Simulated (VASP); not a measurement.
Runs of VASP 6.6.1 on Sb. The cell holds a sheet with vacuum, 2 atoms: a = 4.074 Å, b = 4.074 Å, c = 17.650 Å, α = 90.00°, β = 90.00°, γ = 120.00°. The cell was built by a generator and needn't be a form met in nature.

```csv
task,level,spin,cell,k mesh,cutoff (eV),grid for exact exchange (PRECFOCK),dipole correction,screening parameter,gap on the mesh (eV),largest force (eV/Å)
work function,HSE06,off,"P-3m1, 126.83 Å³/atom",6 × 6 × 1,520,Fast,yes,0.2 1/A,1.79,(a)
work function,PBE,"non-collinear, zero start, SOC","P-3m1, 126.83 Å³/atom",12 × 12 × 1,520,-,yes,-,-,0.26
work function,PBE,off,"P-3m1, 126.83 Å³/atom",12 × 12 × 1,520,-,yes,-,1.24,(b)
relaxation of cell and atoms,r2SCAN+rVV10,off,relaxed,12 × 12 × 1,600,-,no,-,1.48,-
```

Alike in all rows: potentials or basis VASP PAW PBE potentials, release 64 (Sb); smearing gaussian 0.03 eV.

Question: Fill in the values left out.

Answer: (a) 0.37; (b) 0.25.

Caveats: spin-orbit coupling is left out, which moves the levels of the heavy elements (some runs); the PAW data sets were made with another functional, which shifts forces and pressure a little (some runs).

A k mesh can miss the band edges, and rows without SOC leave out spin-orbit coupling on Sb.
